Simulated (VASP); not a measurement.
Method: LDA (Ceperley-Alder, Perdew-Zunger), VASP's LDA PAW potentials (set 64) (plane waves; VASP).

VASP ran on this input.

POSCAR:
```
BN
1
    1.2752870000    -2.2088620000     0.0000000000
    1.2752870000     2.2088620000     0.0000000000
    0.0000000000     0.0000000000     6.7838760000
B N
2 2
Direct
  0.3333330000   0.6666670000   0.2500000000
  0.6666670000   0.3333330000   0.7500000000
  0.6666670000   0.3333330000   0.2500000000
  0.3333330000   0.6666670000   0.7500000000
```

### KPOINTS
```
Automatic mesh
0
Gamma
10 10 4
0 0 0
```

**INCAR**
```
ALGO  =  Normal
EDIFF  =  1E-6
ENCUT  =  400
ISIF  =  2
ISMEAR  =  -1
LASPH  =  .TRUE.
LCHARG  =  .FALSE.
LREAL  =  .FALSE.
LWAVE  =  .FALSE.
NELM  =  100
PREC  =  Accurate
SIGMA  =  0.02
SYSTEM  =  BN
```

POTCAR, in this order: B N (LDA.64 set). Program: vasp_std.

Output of the run:

**OUTCAR**
```
 ion  position               nearest neighbor table
   1  0.333  0.667  0.250-   3 1.47   3 1.47   3 1.47
   2  0.667  0.333  0.750-   4 1.47   4 1.47   4 1.47
   3  0.667  0.333  0.250-   1 1.47   1 1.47   1 1.47
   4  0.333  0.667  0.750-   2 1.47   2 1.47   2 1.47
  LATTYP: Found a hexagonal cell.
 ALAT       =     2.5505741055
 C/A-ratio  =     2.6597447161
 Subroutine PRICEL returns:
 Original cell was already a primitive cell.
 Subroutine GETGRP returns: Found 24 space group operations
The static configuration has the point symmetry D_3d.
 The point group associated with its full space group is D_6h.
The dynamic configuration has the point symmetry D_3d.
 Subroutine INISYM returns: Found 24 space group operations
 Subroutine IBZKPT returns following result:
 Found     42 irreducible k-points:

 Following reciprocal coordinates:
            Coordinates               Weight
  0.000000  0.000000  0.000000      1.000000
  0.100000  0.000000  0.000000      6.000000
  0.200000  0.000000  0.000000      6.000000
  0.300000  0.000000  0.000000      6.000000
  0.400000  0.000000  0.000000      6.000000
  0.500000  0.000000  0.000000      3.000000
  0.100000  0.100000  0.000000      6.000000
  0.200000  0.100000  0.000000     12.000000
  0.300000  0.100000  0.000000     12.000000
  0.400000  0.100000  0.000000     12.000000
  0.200000  0.200000  0.000000      6.000000
  0.300000  0.200000  0.000000     12.000000
  0.400000  0.200000  0.000000      6.000000
  0.300000  0.300000  0.000000      6.000000
  0.000000  0.000000  0.250000      2.000000
  0.100000  0.000000  0.250000     12.000000
  0.200000  0.000000  0.250000     12.000000
  0.300000  0.000000  0.250000     12.000000
  0.400000  0.000000  0.250000     12.000000
  0.500000  0.000000  0.250000      6.000000
  0.100000  0.100000  0.250000     12.000000
  0.200000  0.100000  0.250000     24.000000
  0.300000  0.100000  0.250000     24.000000
  0.400000  0.100000  0.250000     24.000000
  0.200000  0.200000  0.250000     12.000000
  0.300000  0.200000  0.250000     24.000000
  0.400000  0.200000  0.250000     12.000000
  0.300000  0.300000  0.250000     12.000000
  0.000000  0.000000  0.500000      1.000000
  0.100000  0.000000  0.500000      6.000000
  0.200000  0.000000  0.500000      6.000000
  0.300000  0.000000  0.500000      6.000000
  0.400000  0.000000  0.500000      6.000000
  0.500000  0.000000  0.500000      3.000000
  0.100000  0.100000  0.500000      6.000000
  0.200000  0.100000  0.500000     12.000000
  0.300000  0.100000  0.500000     12.000000
  0.400000  0.100000  0.500000     12.000000
  0.200000  0.200000  0.500000      6.000000
  0.300000  0.200000  0.500000     12.000000
   k-points           NKPTS =     42   k-points in BZ     NKDIM =     42   number of bands    NBANDS=     12
   number of dos      NEDOS =    301   number of ions     NIONS =      4
   total plane-waves  NPLWV =  15552
   dimension x,y,z NGX =    18 NGY =   18 NGZ =   48
   dimension x,y,z NGXF=    36 NGYF=   36 NGZF=   96
   ions per type =               2   2
   PREC   = accura    normal or accurate (medium, high low for compatibility)
   ISTART =      0    job   : 0-new  1-cont  2-samecut
   ICHARG =      2    charge: 1-file 2-atom 10-const
   ISPIN  =      1    spin polarized calculation?
   LNONCOLLINEAR =      F non collinear calculations
   LSORBIT =      F    spin-orbit coupling
   INIWAV =      1    electr: 0-lowe 1-rand  2-diag
   ENCUT  =  400.0 eV  29.40 Ry    5.42 a.u.   4.16  4.16 11.06*2*pi/ulx,y,z
   NELM   =    100;   NELMIN=  2; NELMDL= -5     # of ELM steps
...
```

File OSZICAR:
```
       N       E                     dE             d eps       ncg     rms          rms(c)
DAV:   1     0.409738736787E+02    0.40974E+02   -0.73391E+03  1032   0.100E+03
DAV:   2    -0.388322376686E+02   -0.79806E+02   -0.73028E+02  1412   0.219E+02
DAV:   3    -0.419540066585E+02   -0.31218E+01   -0.31076E+01  1284   0.463E+01
DAV:   4    -0.419840105422E+02   -0.30004E-01   -0.29986E-01  1260   0.485E+00
DAV:   5    -0.419844864516E+02   -0.47591E-03   -0.47584E-03  1304   0.609E-01    0.106E+01
DAV:   6    -0.388512892598E+02    0.31332E+01   -0.85265E+00  1116   0.230E+01    0.475E+00
DAV:   7    -0.385535220683E+02    0.29777E+00   -0.35954E-01  1256   0.482E+00    0.293E+00
DAV:   8    -0.384430733879E+02    0.11045E+00   -0.33192E-01  1216   0.425E+00    0.408E-01
DAV:   9    -0.384391174760E+02    0.39559E-02   -0.12798E-02  1212   0.943E-01    0.161E-01
DAV:  10    -0.384391107216E+02    0.67544E-05   -0.67984E-04  1264   0.224E-01    0.332E-02
DAV:  11    -0.384391234515E+02   -0.12730E-04   -0.81587E-05  1272   0.745E-02    0.178E-02
DAV:  12    -0.384391203541E+02    0.30973E-05   -0.18315E-05  1196   0.340E-02    0.208E-03
DAV:  13    -0.384391203896E+02   -0.35439E-07   -0.64495E-07   752   0.676E-03
   1 F= -.38439120E+02 E0= -.38439120E+02  d E =-.299724E-10
```

OUTCAR:
```
------------------------ aborting loop because EDIFF is reached ----------------------------------------
  FORCE on cell =-STRESS in cart. coord.  units (eV):
  Direction    XX          YY          ZZ          XY          YZ          ZX
  --------------------------------------------------------------------------------------
  Total       -6.4528907     -6.4528914     -1.2389961      0.0000000     -0.0000000      0.0000000
  in kB     -270.5082264   -270.5082563    -51.9393029      0.0000000     -0.0000000      0.0000000
  external PRESSURE =    -197.6519285 kB  Pullay stress =       0.0000000 kB
  volume of cell :       38.22
      direct lattice vectors                 reciprocal lattice vectors
     1.275287000 -2.208862000  0.000000000     0.392068609 -0.226360904  0.000000000
     1.275287000  2.208862000  0.000000000     0.392068609  0.226360904  0.000000000
     0.000000000  0.000000000  6.783876000     0.000000000  0.000000000  0.147408355
  FREE ENERGIE OF THE ION-ELECTRON SYSTEM (eV)
  ---------------------------------------------------
  free  energy   TOTEN  =       -38.4391203896 eV

  energy  without entropy=      -38.4391203896  energy(sigma->0) =      -38.43912039
```
(Selected blocks of OUTCAR.)

At this cut-off the stress carries a Pulay error, which pulls relaxed volumes low.

The structure is a typed BN crystal (P6_3/mmc). The cell was not relaxed at this level.
